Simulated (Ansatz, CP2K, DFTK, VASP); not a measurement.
TaTe: programs and potentials compared

```
Ta Te
1.0
     3.42009    0.00000    0.00000
     0.00000    3.42009    0.00000
     0.00000    0.00000    3.42009
Ta Te
1 1
Direct
  0.50000 0.50000 0.50000
  0.00000 0.00000 0.00000
```

The cell comes from a database or a generator and needn't be the stable form of this composition.

Alike in all runs: task equation of state; functional PBE; k mesh 8 × 8 × 8; occupations fermi-dirac, width 0.05 eV; no spin polarisation; no spin-orbit coupling.

```json
{"program and potentials": "Ansatz, Ansatz PAW", "plane-wave cutoff (eV)": "420", "notes": "-", "equilibrium volume (Å³/atom)": "20.02", "bulk modulus (GPa)": "144.4"}
{"program and potentials": "DFTK, PseudoDojo SR PBE 0.4.1 standard (PBE)", "plane-wave cutoff (eV)": "1088", "notes": "-", "equilibrium volume (Å³/atom)": "20.10", "bulk modulus (GPa)": "144.2"}
{"program and potentials": "Ansatz, Ansatz PAW (earlier soft set)", "plane-wave cutoff (eV)": "420", "notes": "-", "equilibrium volume (Å³/atom)": "20.02", "bulk modulus (GPa)": "144.3"}
{"program and potentials": "CP2K, POTENTIAL_UZH Ta GTH-PBE-q13, Te GTH-PBE-q6; TZVP-MOLOPT-PBE-GTH basis", "plane-wave cutoff (eV)": "-", "notes": "atomic basis", "equilibrium volume (Å³/atom)": "20.21", "bulk modulus (GPa)": "143.0"}
{"program and potentials": "VASP, PBE PAW files Ta_pv, Te, 520 eV", "plane-wave cutoff (eV)": "520", "notes": "-", "equilibrium volume (Å³/atom)": "20.03", "bulk modulus (GPa)": "144.7"}
{"program and potentials": "Ansatz, all-electron LAPW, scalar-relativistic", "plane-wave cutoff (eV)": "-", "notes": "-", "equilibrium volume (Å³/atom)": "20.03", "bulk modulus (GPa)": "143.7"}
```

The equilibrium volume spans 20.02 (Ansatz, Ansatz PAW) to 20.21 Å³/atom (CP2K, POTENTIAL_UZH Ta GTH-PBE-q13, Te GTH-PBE-q6; TZVP-MOLOPT-PBE-GTH basis), with all-electron results at 20.03. The bulk modulus spans 143.0 (CP2K, POTENTIAL_UZH Ta GTH-PBE-q13, Te GTH-PBE-q6; TZVP-MOLOPT-PBE-GTH basis) to 144.7 GPa (VASP, PBE PAW files Ta_pv, Te, 520 eV), with all-electron results at 143.7. Rows in atomic bases carry the error of their basis and grid, which can be large.

The functional is the same throughout but for its coding, so the spread measures potentials, basis and numerics; runs on potential files found faulty are left out.
